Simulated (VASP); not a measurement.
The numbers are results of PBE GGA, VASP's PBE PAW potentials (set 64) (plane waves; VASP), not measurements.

A VASP calculation is set up with these files.

### POSCAR
```
Na
1
   -2.0793998238     2.0793998238     2.0793998238
    2.0793998238    -2.0793998238     2.0793998238
    2.0793998238     2.0793998238    -2.0793998238
Na
1
Direct
  0.0000000000   0.0000000000   0.0000000000
```

**INCAR**
```
LCHARG  =  .False.
LASPH  =  .True.
ISMEAR  =  1   # Methfessel-Paxton
NELM  =  100   # most electronic steps
SYSTEM  =  Na
GGA  =  PE
ISIF  =  2
LREAL  =  .False.   # projection in real space or not
ALGO  =  Normal   # blocked Davidson
ENCUT  =  480   # plane-wave cut-off (eV)
SIGMA  =  0.1   # width (eV)
EDIFF  =  1E-7   # SCF stop (eV)
PREC  =  Accurate
LWAVE  =  .False.
```

### KPOINTS
```
Automatic mesh
0
Gamma
12 12 12
0 0 0
```

POTCAR, in this order: Na_pv (PBE.64 set). Program: vasp_std.

What does the run give for the energy per atom (σ→0), band gap (on the k-mesh)?

| Quantity | Value |
|---|---|
| energy per atom (σ→0) | -1.307 eV/atom |
| band gap (on the k-mesh) | none (metal, semimetal or under 0.01 eV) |

**OSZICAR**
```
...
DAV:   4    -0.130817311026E+01   -0.31281E-02   -0.31281E-02  1218   0.209E+00
DAV:   5    -0.130821329486E+01   -0.40185E-04   -0.40185E-04  1358   0.206E-01    0.207E-01
DAV:   6    -0.130775612371E+01    0.45717E-03   -0.55276E-04  1183   0.375E-01    0.139E-01
DAV:   7    -0.130744880149E+01    0.30732E-03   -0.11178E-03  1127   0.452E-01    0.162E-02
DAV:   8    -0.130744165071E+01    0.71508E-05   -0.49161E-05  1190   0.158E-01    0.216E-03
DAV:   9    -0.130744180122E+01   -0.15051E-06   -0.19579E-07  1155   0.559E-03    0.995E-04
DAV:  10    -0.130744172360E+01    0.77622E-07   -0.59352E-08  1099   0.322E-03
   1 F= -.13074417E+01 E0= -.13071843E+01  d E =-.772278E-03
```

The compound is Na in the bcc structure. It was relaxed first, which changed the volume by -7 %.
